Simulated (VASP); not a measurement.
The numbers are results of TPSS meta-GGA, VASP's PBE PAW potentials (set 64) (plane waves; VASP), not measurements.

A VASP calculation is set up with these files.

**KPOINTS_OPT**
```
k-points along high-symmetry lines
10
Line-mode
Reciprocal
  0.000000   0.000000   0.000000 ! GAMMA
  0.500000   0.000000   0.500000 ! X

  0.500000   0.000000   0.500000 ! X
  0.625000   0.250000   0.625000 ! U

  0.375000   0.375000   0.750000 ! K
  0.000000   0.000000   0.000000 ! GAMMA

  0.000000   0.000000   0.000000 ! GAMMA
  0.500000   0.500000   0.500000 ! L

  0.500000   0.500000   0.500000 ! L
  0.500000   0.250000   0.750000 ! W

  0.500000   0.250000   0.750000 ! W
  0.500000   0.000000   0.500000 ! X
```

**INCAR**
```
ALGO  =  Normal
EDIFF  =  1E-7
ENCUT  =  520
ISIF  =  2
ISMEAR  =  -5
ISPIN  =  2
LASPH  =  .TRUE.
LCHARG  =  .FALSE.
LMAXMIX  =  4
LMIXTAU  =  .TRUE.
LORBIT  =  11
LREAL  =  .FALSE.
LWAVE  =  .FALSE.
MAGMOM  =  0.6
METAGGA  =  TPSS
NEDOS  =  601
NELM  =  100
PREC  =  Accurate
SYSTEM  =  Ni
```

File KPOINTS:
```
Automatic mesh
0
Gamma
20 20 20
0 0 0
```

**POSCAR**
```
Ni
1.0
  0.0000000000   1.7371321776   1.7371321776
  1.7371321776   0.0000000000   1.7371321776
  1.7371321776   1.7371321776   0.0000000000
Ni
1
Cart
  0.0000000000   0.0000000000   0.0000000000
```

POTCAR, in this order: Ni (PBE.64 set). Program: vasp_std.

Problem. What will the output report for the number of irreducible k-points (NKPTS), largest plane-wave count, number of space-group operations, FFT grid (NGX, NGY, NGZ)?

Solution. 
The number of irreducible k-points (NKPTS) is 256 and the largest plane-wave count comes out as 295. The number of space-group operations is 48 and the FFT grid (NGX, NGY, NGZ) is 18 × 18 × 18.

The compound is Ni in the fcc structure. It was relaxed first.
